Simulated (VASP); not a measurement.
Here is a VASP 6.6.1 calculation.

The input INCAR:

```
SYSTEM = InSb
ALGO = Normal
EDIFF = 1E-7
ENCUT = 250
GGA = PE
ISIF = 2
ISMEAR = 0
LASPH = .TRUE.
LCHARG = .FALSE.
LREAL = .FALSE.
LWAVE = .FALSE.
NBANDS = 16
NELM = 60
PREC = Accurate
SIGMA = 0.02
```

KPOINTS

```
k-points
0
G
  8 8 8
  0 0 0
```

The input POSCAR:

```
InSb                                    
1.0
   -0.0000000000      3.3140893242      3.3140893242
    3.3140893242      0.0000000000      3.3140893242
    3.3140893242      3.3140893242      0.0000000000
  In              Sb            
     1     1
Direct
     0.0000000000000000    0.0000000000000000    0.0000000000000000
     0.2500000000000000    0.2500000000000000    0.2500000000000000
```

Contents of KPOINTS_OPT:

```
path GXWKGLUWLK,UX
10
line-mode
reciprocal
 0.0000000000  0.0000000000  0.0000000000  G
 0.5000000000  0.0000000000  0.5000000000  X

 0.5000000000  0.0000000000  0.5000000000  X
 0.5000000000  0.2500000000  0.7500000000  W

 0.5000000000  0.2500000000  0.7500000000  W
 0.3750000000  0.3750000000  0.7500000000  K

 0.3750000000  0.3750000000  0.7500000000  K
 0.0000000000  0.0000000000  0.0000000000  G

 0.0000000000  0.0000000000  0.0000000000  G
 0.5000000000  0.5000000000  0.5000000000  L

 0.5000000000  0.5000000000  0.5000000000  L
 0.6250000000  0.2500000000  0.6250000000  U

 0.6250000000  0.2500000000  0.6250000000  U
 0.5000000000  0.2500000000  0.7500000000  W

 0.5000000000  0.2500000000  0.7500000000  W
 0.5000000000  0.5000000000  0.5000000000  L

 0.5000000000  0.5000000000  0.5000000000  L
 0.3750000000  0.3750000000  0.7500000000  K

 0.6250000000  0.2500000000  0.6250000000  U
 0.5000000000  0.0000000000  0.5000000000  X
```

Potentials or basis: VASP PAW PBE potentials, release 64 (In_d, Sb).

Command:

```console
$ cat potpaw_PBE.64/In_d/POTCAR potpaw_PBE.64/Sb/POTCAR > POTCAR
$ mpirun -np 1 vasp_std > vasp.out
```

(1) Predict the band gap along the path.

Answers

(1) none (metal or under the smearing width).

Caveat: spin-orbit coupling is left out, which moves the levels of the heavy elements; this crystal is a semiconductor, whose small gap the functional closes, so the metal is an error of the method.

**Measured values to compare with.**

From “Electronic Structure and Epitaxy of CdTe Shells on InSb Nanowires”, 2021, arxiv:2111.05126, for a bulk crystal of InSb: band gap 0.24 eV.

Against the measured gap of InSb, 0.24 eV (quoted in “Electronic Structure and Epitaxy of CdTe Shells on InSb Nanowires”, 2021, arxiv:2111.05126), the calculated 0.00 eV is off by -0.24 eV. Spin-orbit coupling on In, Sb is left out. The value is that of PBE, without temperature or zero-point motion. Semilocal functionals fall short of measured gaps as a rule.
